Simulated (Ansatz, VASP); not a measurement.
# Two plane-wave programs on KCaF3

The input INCAR:

```
ALGO = Normal
EDIFF = 1E-7
ENCUT = 520
GGA = CA
ISIF = 2
ISMEAR = 0
LASPH = True
LCHARG = False
LREAL = False
LWAVE = False
NBANDS = 28
NELM = 60
PREC = Accurate
SIGMA = 0.1
```

KPOINTS

```
k-points
0
Gamma
  4 4 4
```

POSCAR

```
KCaF3
1.0
    4.4817260000      0.0000000000      0.0000000000
    0.0000000000      4.4817260000      0.0000000000
    0.0000000000      0.0000000000      4.4817260000
K Ca F
1 1 3
Direct
    0.5000000000      0.5000000000      0.5000000000
    0.0000000000      0.0000000000      0.0000000000
    0.0000000000      0.5000000000      0.0000000000
    0.0000000000      0.0000000000      0.5000000000
    0.5000000000      0.0000000000      0.0000000000
```

Input for Ansatz:

```yaml
crystal:
  lattice:
    - [4.481726, 0.0, 0.0]
    - [0.0, 4.481726, 0.0]
    - [0.0, 0.0, 4.481726]
  atoms:
    - { symbol: K, position: [0.5, 0.5, 0.5] }
    - { symbol: Ca, position: [0.0, 0.0, 0.0] }
    - { symbol: F, position: [0.0, 0.5, 0.0] }
    - { symbol: F, position: [0.0, 0.0, 0.5] }
    - { symbol: F, position: [0.5, 0.0, 0.0] }
basis:
  ecutwfc: 420
kpoints:
  mp_grid: { grid: [4, 4, 4] }
hamiltonian:
  xc: lda
scf:
  occupations: { method: gaussian, width: 0.1 }
output:
  forces: true
  stress: true
  eigenvalues: true
```

The cell comes from a database or a generator and needn't be the stable form of this composition.

Alike in both runs: task single point; functional LDA; k mesh 4 × 4 × 4; occupations gaussian, width 0.1 eV; no spin polarisation.

|  | VASP | Ansatz |
| --- | --- | --- |
| version | VASP 6.6.1 | Ansatz 0.2.0 |
| potentials or method | VASP PAW LDA potentials, release 64 (K_sv, Ca_sv, F) | scalar-relativistic, plane waves, PAW |
| plane-wave cutoff (eV) | 520 | 420 |
| valence electrons in the cell | 40 | 40 |

```tsv
	VASP	Ansatz	Ansatz less VASP
gap on the k mesh at the Fermi level (eV)	5.79	5.81	+0.017
least direct gap on the mesh (eV)	5.97	5.99	+0.023
pressure (GPa)	-5.1	-5.3	-0.21
```

A k mesh can miss the band edges. LDA gaps usually lie below the measured ones, often by a third to a half.
